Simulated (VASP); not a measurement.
## What goes wrong when the modes of InSb are computed with a bad input

Aim: see how common mistakes in a phonon run show up, on InSb. The starting structure is a measured crystal structure from the Crystallography Open Database.

Calculated with VASP 6.6.1; Kohn-Sham DFT with plane waves and PAW; LDA.

## 1. The starting structure

The structure is cubic, space group F-43m (No. 216). Conventional cell: a = 6.478 Å, b = 6.478 Å, c = 6.478 Å, α = 90.00°, β = 90.00°, γ = 90.00°. Sb has 4 In at 2.81 Å nearest. Nearest to In lie 4 Sb at 2.81 Å. Farther neighbours are not listed.

Coordinates:

```cif
data_structure
_symmetry_space_group_name_H-M 'F-43m'
_symmetry_Int_Tables_number 216
_cell_length_a 6.4782
_cell_length_b 6.4782
_cell_length_c 6.4782
_cell_angle_alpha 90.000
_cell_angle_beta 90.000
_cell_angle_gamma 90.000
_cell_volume 271.87
loop_
_atom_site_label
_atom_site_type_symbol
_atom_site_symmetry_multiplicity
_atom_site_Wyckoff_symbol
_atom_site_fract_x
_atom_site_fract_y
_atom_site_fract_z
_atom_site_occupancy
Sb1 Sb 4 c 0.25000 0.25000 0.25000 1
In1 In 4 a 0.00000 0.00000 0.00000 1
```

## 2. Reference modes

The cell comes from a relaxation at this level, not shown (67.24 Å³).

INCAR reads:

```
SYSTEM = InSb
PREC = Accurate
ENCUT = 450
EDIFF = 1E-08
NELM = 100
ISMEAR = 1
SIGMA = 0.15
LREAL = .FALSE.
ALGO = Normal
GGA = CA
NBANDS = 15
LORBIT = 11
LWAVE = .FALSE.
LCHARG = .FALSE.
KPAR = 4
IBRION = 8
ISIF = 2
```

POSCAR reads:

```
InSb
1.0
    0.0000000000      3.2275521464      3.2275521464
    3.2275521464      0.0000000000      3.2275521464
    3.2275521464      3.2275521464      0.0000000000
Sb In
1 1
Direct
    0.7500000000      0.7500000000      0.7500000000
    0.0000000000      0.0000000000      0.0000000000
```

KPOINTS reads:

```
Automatic mesh
0
Gamma
12 12 12
0 0 0
```

Potentials, in the order of the species: Sb and In_d (LDA family, release 64).

Started as:

```bash
mpirun -np 4 vasp_std
```

The program printed:

```text
[banner, memory and clock lines left out]
running    4 mpi-ranks, on    1 nodes
 distrk:  each k-point on    1 cores,    4 groups
 distr:  one band on    1 cores,    1 groups

 POSCAR found type information on POSCAR SbIn
 POSCAR found :  2 types and       2 ions
 LDA part: xc-table for (Slater(with rela. corr.)+CA(PZ))
 , standard interpolation
 POSCAR, INCAR and KPOINTS ok, starting setup
 FFT: planning ... GRIDC
 FFT: planning ... GRID_SOFT
 FFT: planning ... GRID
 WAVECAR not read
 entering main loop
       N       E                     dE             d eps       ncg     rms          rms(c)
DAV:   1     0.108501132636E+03    0.10850E+03   -0.73070E+03  2167   0.108E+03
DAV:   2    -0.137689689353E+01   -0.10988E+03   -0.10673E+03  2440   0.271E+02
DAV:   3    -0.817827892472E+01   -0.68014E+01   -0.67676E+01  2699   0.742E+01
DAV:   4    -0.836700535102E+01   -0.18873E+00   -0.18868E+00  2776   0.147E+01
DAV:   5    -0.837675403115E+01   -0.97487E-02   -0.97485E-02  3174   0.267E+00    0.439E+00
DAV:   6    -0.824947679573E+01    0.12728E+00   -0.15891E-01  3174   0.651E+00    0.247E+00
DAV:   7    -0.821850264515E+01    0.30974E-01   -0.70191E-02  2951   0.259E+00    0.545E-01
DAV:   8    -0.821678652714E+01    0.17161E-02   -0.72031E-03  3015   0.105E+00    0.307E-01
DAV:   9    -0.821687320821E+01   -0.86681E-04   -0.62503E-04  2615   0.244E-01    0.777E-02
DAV:  10    -0.821686145588E+01    0.11752E-04   -0.37439E-05  2765   0.521E-02    0.331E-02
DAV:  11    -0.821686534723E+01   -0.38913E-05   -0.96959E-06  2580   0.407E-02    0.204E-02
DAV:  12    -0.821686520962E+01    0.13761E-06   -0.69640E-07  3134   0.951E-03    0.535E-03
DAV:  13    -0.821686521826E+01   -0.86429E-08   -0.10281E-07  2622   0.318E-03    0.242E-03
DAV:  14    -0.821686521403E+01    0.42342E-08   -0.76130E-09  2193   0.106E-03
   1 F= -.82168652E+01 E0= -.82169169E+01  d E =0.154978E-03
 Linear response reoptimize wavefunctions to high precision
DAV:   1    -0.821686521414E+01   -0.10527E-09   -0.20144E-09  2432   0.330E-04
DAV:   2    -0.821686521414E+01   -0.77307E-11   -0.14804E-10  1577   0.114E-04
 Linear response DOF=           2
 Linear response progress:
  Degree of freedom:   1/  2
       N       E                     dE             d eps       ncg     rms          rms(c)
RMM:   1    -0.292890834708E-01   -0.29289E-01    0.26333E-02 15458   0.149E+00
RMM:   2    -0.274321015167E-01    0.18570E-02   -0.59999E-05 13863   0.546E-01    0.869E-02
RMM:   3    -0.277979398145E-01   -0.36584E-03   -0.10938E-03 15447   0.186E-01    0.386E-02
RMM:   4    -0.278429528299E-01   -0.45013E-04   -0.86766E-05 15816   0.646E-02    0.109E-02
RMM:   5    -0.278605109804E-01   -0.17558E-04   -0.13425E-05 15751   0.256E-02    0.457E-03
RMM:   6    -0.278542892822E-01    0.62217E-05   -0.13067E-06 16121   0.736E-03    0.171E-03
RMM:   7    -0.278513427209E-01    0.29466E-05   -0.80252E-08 16394   0.280E-03    0.650E-04
RMM:   8    -0.278514389960E-01   -0.96275E-07   -0.25017E-08 16930   0.917E-04    0.327E-04
RMM:   9    -0.278517305598E-01   -0.29156E-06    0.16836E-08 17209   0.395E-04    0.474E-05
RMM:  10    -0.278516852068E-01    0.45353E-07    0.12337E-08 16793   0.147E-04    0.388E-05
RMM:  11    -0.278516973567E-01   -0.12150E-07   -0.10863E-08 17845   0.646E-05    0.105E-05
RMM:  12    -0.278516871969E-01    0.10160E-07   -0.50856E-09 16630   0.274E-05    0.153E-05
RMM:  13    -0.278516934254E-01   -0.62285E-08    0.40852E-10 14805   0.118E-05    0.195E-06
 first order change of Fermi-energy   0.24065E-03
 force on displaced ion       1 direction 1 :  -6.846   0.000   0.000
 Linear response progress:
  Degree of freedom:   2/  2
       N       E                     dE             d eps       ncg     rms          rms(c)
RMM:   1    -0.236945737502E+00   -0.23695E+00   -0.11894E-01 11343   0.470E+00
RMM:   2    -0.239228308474E+00   -0.22826E-02   -0.11259E-02 14180   0.954E-01    0.706E-02
RMM:   3    -0.239195525477E+00    0.32783E-04   -0.13077E-03 15478   0.298E-01    0.350E-02
RMM:   4    -0.239051582482E+00    0.14394E-03   -0.14046E-04 15760   0.938E-02    0.177E-02
RMM:   5    -0.239013326443E+00    0.38256E-04   -0.12399E-05 16703   0.368E-02    0.656E-03
RMM:   6    -0.239018764692E+00   -0.54382E-05   -0.87745E-06 16645   0.116E-02    0.210E-03
RMM:   7    -0.239026685016E+00   -0.79203E-05   -0.30620E-06 16659   0.364E-03    0.752E-04
RMM:   8    -0.239024973193E+00    0.17118E-05    0.30703E-06 16860   0.151E-03    0.443E-04
RMM:   9    -0.239024577561E+00    0.39563E-06   -0.11886E-06 17085   0.600E-04    0.125E-04
RMM:  10    -0.239023966186E+00    0.61138E-06   -0.43550E-07 16840   0.282E-04    0.397E-05
RMM:  11    -0.239023992783E+00   -0.26598E-07   -0.42273E-07 17771   0.129E-04    0.342E-05
RMM:  12    -0.239023905251E+00    0.87532E-07    0.71858E-08 17498   0.659E-05    0.254E-05
RMM:  13    -0.239023954872E+00   -0.49621E-07   -0.10666E-07 16655   0.375E-05    0.101E-05
RMM:  14    -0.239023945919E+00    0.89532E-08    0.11902E-08 17364   0.221E-05    0.847E-06
 first order change of Fermi-energy  -0.25614E-04
 force on displaced ion       2 direction 1 :  -6.874   0.000   0.000
 Linear response finished
```

Wall time 90 s (4 MPI ranks of AMD EPYC 9R45, shared host); peak memory 2.2 GiB; 6 min of CPU time.

Lines that name or quote the potential files are left out of all logs, and their timing lines are given in words.

OUTCAR, selected parts (step 2):

```text
ion  position               nearest neighbor table
   1  0.750  0.750  0.750-   2 2.80   2 2.80   2 2.80   2 2.80
   2  0.000  0.000  0.000-   1 2.80   1 2.80   1 2.80   1 2.80

  LATTYP: Found a face centered cubic cell.
 ALAT       =     6.4551042928

 Subroutine GETGRP returns: Found 24 space group operations
 (whereof 24 operations were pure point group operations)

The static configuration has the point symmetry T_d .

 Found     72 irreducible k-points:

   k-points           NKPTS =     72   k-points in BZ     NKDIM =     72   number of bands    NBANDS=     15

   dimension x,y,z NGX =    32 NGY =   32 NGZ =   32
   dimension x,y,z NGXF=    64 NGYF=   64 NGZF=   64

   ENCUT  =  450.0 eV  33.07 Ry    5.75 a.u.   7.89  7.89  7.89*2*pi/ulx,y,z

   NELECT =      18.0000    total number of electrons

 k-points in reciprocal lattice and weights: Automatic mesh
   0.00000000  0.00000000  0.00000000       0.001
   0.08333333  0.00000000  0.00000000       0.005
   0.16666667  0.00000000  0.00000000       0.005
   0.25000000  0.00000000  0.00000000       0.005
   0.33333333  0.00000000  0.00000000       0.005
   0.41666667  0.00000000  0.00000000       0.005
   0.50000000  0.00000000  0.00000000       0.002
   0.08333333  0.08333333  0.00000000       0.003
   0.16666667  0.08333333  0.00000000       0.014
[...]
-0.33333333  0.50000000  0.16666667       0.007
  -0.25000000  0.50000000  0.25000000       0.003

 average (electrostatic) potential at core
       1 -88.1828       2 -95.7175

  Total        0.0003131      0.0003131      0.0003131      0.0000000     -0.0000000     -0.0000000
  in kB        0.0074597      0.0074597      0.0074597      0.0000000     -0.0000000     -0.0000000
  external PRESSURE =       0.0074597 kB  Pullay stress =       0.0000000 kB

  energy-cutoff  :      450.00
  volume of cell :       67.24
      direct lattice vectors                 reciprocal lattice vectors
     0.000000000  3.227552146  3.227552146    -0.154916165  0.154916165  0.154916165
     3.227552146  0.000000000  3.227552146     0.154916165 -0.154916165  0.154916165
     3.227552146  3.227552146  0.000000000     0.154916165  0.154916165 -0.154916165

 POSITION                                       TOTAL-FORCE (eV/Angst)
 -----------------------------------------------------------------------------------
      4.84133      4.84133      4.84133        -0.000000     -0.000000     -0.000000
      0.00000      0.00000      0.00000         0.000000      0.000000      0.000000
 -----------------------------------------------------------------------------------
    total drift:                                0.000000      0.000000      0.000000

 Eigenvectors and eigenvalues of the dynamical matrix
 ----------------------------------------------------

   1 f  =    5.326584 THz    33.467911 2PiTHz  177.675702 cm-1    22.028970 meV
             X         Y         Z           dx          dy          dz
      4.841328  4.841328  4.841328     0.000000    0.695944    0.000000
      0.000000  0.000000  0.000000    -0.000000   -0.718096    0.000000

   2 f  =    5.326584 THz    33.467911 2PiTHz  177.675702 cm-1    22.028970 meV
             X         Y         Z           dx          dy          dz
      4.841328  4.841328  4.841328     0.000000    0.000000   -0.695944
      0.000000  0.000000  0.000000     0.000000    0.000000    0.718096

   3 f  =    5.326584 THz    33.467911 2PiTHz  177.675702 cm-1    22.028970 meV
             X         Y         Z           dx          dy          dz
      4.841328  4.841328  4.841328    -0.695944    0.000000    0.000000
      0.000000  0.000000  0.000000     0.718096   -0.000000    0.000000

   4 f/i=    0.005412 THz     0.034002 2PiTHz    0.180511 cm-1     0.022380 meV
             X         Y         Z           dx          dy          dz
      4.841328  4.841328  4.841328    -0.205725   -0.585836    0.360743
      0.000000  0.000000  0.000000    -0.199378   -0.567764    0.349615

   5 f/i=    0.005412 THz     0.034002 2PiTHz    0.180511 cm-1     0.022380 meV
             X         Y         Z           dx          dy          dz
      4.841328  4.841328  4.841328     0.646464   -0.035760    0.310593
      0.000000  0.000000  0.000000     0.626521   -0.034657    0.301011

   6 f/i=    0.005412 THz     0.034002 2PiTHz    0.180511 cm-1     0.022380 meV
             X         Y         Z           dx          dy          dz
      4.841328  4.841328  4.841328    -0.235423    0.413738    0.537642
      0.000000  0.000000  0.000000    -0.228160    0.400975    0.521056

 ELASTIC MODULI CONTR FROM IONIC RELAXATION (kBar)
 Direction    XX          YY          ZZ          XY          YZ          ZX
 --------------------------------------------------------------------------------
 XX          -0.0000      0.0000      0.0000      0.0000      0.0000      0.0000
 YY           0.0000     -0.0000      0.0000      0.0000      0.0000      0.0000
 ZZ           0.0000      0.0000     -0.0000      0.0000      0.0000      0.0000
 XY           0.0000      0.0000      0.0000   -188.7051      0.0000      0.0000
 YZ           0.0000      0.0000      0.0000      0.0000   -188.7051      0.0000
 ZX           0.0000      0.0000      0.0000      0.0000      0.0000   -188.7051
 --------------------------------------------------------------------------------
```

Energies printed during the response cycles are not total energies of the cell.

Reference: the zone-centre mode is T2 177.7 cm⁻¹.

## 3. Modes with finite displacements, else as the reference

Against step 2 the input has IBRION = 6, NFREE = 2 and POTIM = 0.015 (also changed: NSW).

Changes to INCAR since step 2:

```diff
@@ -15,3 +15,6 @@
 KPAR = 4
-IBRION = 8
+IBRION = 6
+NFREE = 2
+POTIM = 0.015
+NSW = 1
 ISIF = 2
```

POSCAR is that of step 2.

KPOINTS is that of step 2.

Started as:

```bash
mpirun -np 4 vasp_std
```

The program printed:

```text
[... set-up lines as in an earlier step ...]
 entering main loop
       N       E                     dE             d eps       ncg     rms          rms(c)
[... 14 cycles as in an earlier step ...]
   1 F= -.82168652E+01 E0= -.82169169E+01  d E =0.154978E-03
[...]
2 F= -.82160946E+01 E0= -.82161486E+01  d E =0.161998E-03
[...]
3 F= -.82160946E+01 E0= -.82161486E+01  d E =0.161996E-03
[...]
4 F= -.82160892E+01 E0= -.82161432E+01  d E =0.161995E-03
[...]
5 F= -.82160892E+01 E0= -.82161432E+01  d E =0.161993E-03
 Finite differences progress:
  Degree of freedom:   2/  2
  Displacement:        2/  2
  Total:               4/  4
```

Elapsed: 63 s, on 4 MPI ranks; peak memory 1.8 GiB; 4.2 min of CPU time.

OUTCAR, selected parts (step 3):

```text
  Total       -0.0013615      0.0005791      0.0005791      0.0000000      0.1163970      0.0000000
  in kB       -0.0324394      0.0137976      0.0137976      0.0000000      2.7733359      0.0000000
  external PRESSURE =      -0.0016147 kB  Pullay stress =       0.0000000 kB

 POSITION                                       TOTAL-FORCE (eV/Angst)
 -----------------------------------------------------------------------------------
      4.84133      4.84133      4.84133        -0.103097      0.000000      0.000000
     -0.01500      0.00000      0.00000         0.103097     -0.000000     -0.000000
 -----------------------------------------------------------------------------------
    total drift:                                0.000471      0.000001      0.000001

  FREE ENERGIE OF THE ION-ELECTRON SYSTEM (eV)
  ---------------------------------------------------
  free  energy   TOTEN  =        -8.2160892003 eV

  energy  without entropy=       -8.2162511935  energy(sigma->0) =       -8.21614320

[... 2 parts as in an earlier step ...]

[... 1 further part left out ...]
[key lines of the parts left out:]
E-fermi :   5.0314
```

The last energy, forces and stress in OUTCAR belong to the last displaced cell, not to that of POSCAR.

With finite displacements, else as the reference the mode is T2 177.7 cm⁻¹, as with the reference.

## 4. Modes with one-sided displacements

A slip made on purpose: one-sided displacements. Against step 2 the input has IBRION = 6, NFREE = 1 and POTIM = 0.015 (also changed: NELM and NSW).

Changes to INCAR since step 3:

```diff
@@ -4,3 +4,3 @@
 EDIFF = 1E-08
-NELM = 100
+NELM = 60
 ISMEAR = 1
@@ -16,3 +16,3 @@
 IBRION = 6
-NFREE = 2
+NFREE = 1
 POTIM = 0.015
```

POSCAR is that of step 3.

KPOINTS is that of step 3.

Started as:

```bash
mpirun -np 4 vasp_std
```

The program printed:

```text
[... set-up lines as in an earlier step ...]
 entering main loop
       N       E                     dE             d eps       ncg     rms          rms(c)
[... 14 cycles as in an earlier step ...]
   1 F= -.82168652E+01 E0= -.82169169E+01  d E =0.154978E-03
 Found     2 degrees of freedom:
 Finite differences POTIM= 0.01500 DOF=   2
[...]
N       E                     dE             d eps       ncg     rms          rms(c)
[... 6 cycles as in an earlier step ...]
   2 F= -.82160946E+01 E0= -.82161486E+01  d E =0.161998E-03
 Finite differences progress:
  Degree of freedom:   1/  2
  Displacement:        1/  1
  Total:               1/  2
[...]
N       E                     dE             d eps       ncg     rms          rms(c)
DAV:   1    -0.821318513056E+01    0.29095E-02   -0.12669E+00 10213   0.689E+00    0.255E-01
DAV:   2    -0.821611215551E+01   -0.29270E-02   -0.30481E-02 12726   0.165E+00    0.887E-02
DAV:   3    -0.821610006371E+01    0.12092E-04   -0.33170E-04 11573   0.197E-01    0.750E-02
DAV:   4    -0.821609117727E+01    0.88864E-05   -0.29957E-05 12573   0.756E-02    0.388E-02
DAV:   5    -0.821608913890E+01    0.20384E-05   -0.54760E-06 11721   0.361E-02    0.498E-03
DAV:   6    -0.821608918941E+01   -0.50508E-07   -0.58509E-07 10715   0.654E-03    0.284E-03
DAV:   7    -0.821608918951E+01   -0.10573E-09   -0.24729E-08  9048   0.184E-03
   3 F= -.82160892E+01 E0= -.82161432E+01  d E =0.161994E-03
 Finite differences progress:
  Degree of freedom:   2/  2
  Displacement:        1/  1
  Total:               2/  2
```

It took 36 s on 4 MPI ranks; peak memory 1.8 GiB; 2.3 min of CPU time.

From OUTCAR (step 4):

```text
  Total       -0.0008023      0.0011338      0.0011338      0.0000000     -0.1164262      0.0000000
  in kB       -0.0191166      0.0270139      0.0270139      0.0000000     -2.7740333      0.0000000
  external PRESSURE =       0.0116371 kB  Pullay stress =       0.0000000 kB

 POSITION                                       TOTAL-FORCE (eV/Angst)
 -----------------------------------------------------------------------------------
      4.84133      4.84133      4.84133         0.103107      0.000000      0.000000
      0.01500      0.00000      0.00000        -0.103107      0.000000      0.000000
 -----------------------------------------------------------------------------------
    total drift:                               -0.000481     -0.000000     -0.000000

  FREE ENERGIE OF THE ION-ELECTRON SYSTEM (eV)
  ---------------------------------------------------
  free  energy   TOTEN  =        -8.2160891895 eV

  energy  without entropy=       -8.2162511837  energy(sigma->0) =       -8.21614319

[... 2 parts as in an earlier step ...]

[... 1 further part left out ...]
[key lines of the parts left out:]
E-fermi :   5.0314
```

With one-sided displacements the mode is T2 177.7 cm⁻¹, as with finite displacements, else as the reference.

## 5. Modes with a k mesh far too coarse

A slip made on purpose: a k mesh far too coarse. Against step 2 the input has a 2×2×2 mesh (also changed: NELM and KPAR).

Changes to INCAR since step 4:

```diff
@@ -14,7 +14,3 @@
 LCHARG = .FALSE.
-KPAR = 4
-IBRION = 6
-NFREE = 1
-POTIM = 0.015
-NSW = 1
+IBRION = 8
 ISIF = 2
```

POSCAR is that of step 4.

KPOINTS reads:

```
Automatic mesh
0
Gamma
2 2 2
0 0 0
```

Started as:

```bash
mpirun -np 4 vasp_std
```

The program printed:

```text
[banner, memory and clock lines left out]
running    4 mpi-ranks, on    1 nodes
[...]
LDA part: xc-table for (Slater(with rela. corr.)+CA(PZ))
 , standard interpolation
|                                                                             |
|           W    W    AA    RRRRR   N    N  II  N    N   GGGG   !!!           |
|           W    W   A  A   R    R  NN   N  II  NN   N  G    G  !!!           |
|           W    W  A    A  R    R  N N  N  II  N N  N  G       !!!           |
|           W WW W  AAAAAA  RRRRR   N  N N  II  N  N N  G  GGG   !            |
|           WW  WW  A    A  R   R   N   NN  II  N   NN  G    G                |
|           W    W  A    A  R    R  N    N  II  N    N   GGGG   !!!           |
|                                                                             |
|     The number of bands has been changed from the values supplied in        |
|     The orbitals not found in the WAVECAR file will be initialized with     |
|     random numbers, which is usually adequate. For correlated               |
[...]
RMM:  10    -0.303317076709E-01   -0.59083E-07   -0.82208E-09   340   0.370E-04    0.140E-04
RMM:  11    -0.303318023127E-01   -0.94642E-07   -0.42771E-08   318   0.284E-04    0.245E-05
RMM:  12    -0.303318010495E-01    0.12632E-08   -0.33279E-08   326   0.250E-04    0.157E-05
 first order change of Fermi-energy  -0.43949E-04
 force on displaced ion       1 direction 1 :  -0.983  -0.000  -0.000
 Linear response progress:
  Degree of freedom:   2/  2
       N       E                     dE             d eps       ncg     rms          rms(c)
RMM:   1    -0.236326721462E+00   -0.23633E+00   -0.80380E-02   214   0.477E+00
RMM:   2    -0.238923765525E+00   -0.25970E-02   -0.11001E-02   271   0.887E-01    0.192E-01
RMM:   3    -0.240009892859E+00   -0.10861E-02   -0.20122E-03   288   0.322E-01    0.568E-02
RMM:   4    -0.240127897209E+00   -0.11800E-03   -0.17139E-04   312   0.108E-01    0.275E-02
[...]
RMM:  18    -0.240099686402E+00   -0.24346E-07   -0.38883E-07   297   0.114E-03    0.189E-05
RMM:  19    -0.240099681118E+00    0.52836E-08   -0.37187E-07   261   0.114E-03    0.190E-05
RMM:  20    -0.240099687713E+00   -0.65945E-08   -0.32569E-07   263   0.114E-03    0.170E-05
 first order change of Fermi-energy   0.93206E-05
 force on displaced ion       2 direction 1 :  -1.008   0.000   0.000
 Linear response finished
```

The job ended after 4.4 s (4 MPI ranks; peak memory 0.43 GiB).

Parts of OUTCAR (step 5):

```text
  Total        2.8589478      2.8589478      2.8589478      0.0000000      0.0000000      0.0000000
  in kB       68.1188038     68.1188038     68.1188038      0.0000000      0.0000000      0.0000000
  external PRESSURE =      68.1188038 kB  Pullay stress =       0.0000000 kB

[... 2 parts as in an earlier step ...]

[... 1 further part left out ...]
```

With a k mesh far too coarse the mode is T2 67.7 cm⁻¹, -110.0 cm⁻¹ from the reference.

(Part 1 of 2 ends here.)

[Lines on the potential files, build, host, timing and source positions are cut from VASP's logs without a mark.]

[Logs are printed without paths, hosts, clocks, repeated set-up lines and the standing remarks that a program may print on its own settings, such as how far it seeks lower states.]

[Hosts, paths, dates, database ids (printed as entryN), source tags and the programs' standing remarks are cut or masked in the printed files.]
